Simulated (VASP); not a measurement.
```xyz
2
Lattice="0.0000 2.2517 2.2517 2.2517 0.0000 2.2517 2.2517 2.2517 0.0000" Properties=species:S:1:pos:R:3 pbc="T T T"
Hf     0.0000     0.0000     0.0000
N      2.2517     2.2517     2.2517
```

Level of theory: PBE GGA with D3 dispersion (zero damping), VASP's PBE PAW potentials (set 64) (plane waves; VASP). Run with 520 eV cut-off, Gaussian smearing of 0.050 eV, potentials Hf_pv N.

Unless said otherwise, spin-orbit coupling is left out, though it shifts the bands of the heavy elements here.

Question: What does the run give for the band gap (along the path) with the smallest direct gap where there is one?

Answer: 
```yaml
band gap (along the path): none (metal, semimetal or under 0.01 eV)
```

Only differences to runs with the same potentials and settings are physical.

The compound is HfN in the rock salt structure. It was relaxed first. The electron count is odd and the run is not spin-polarised, which forces a metal.
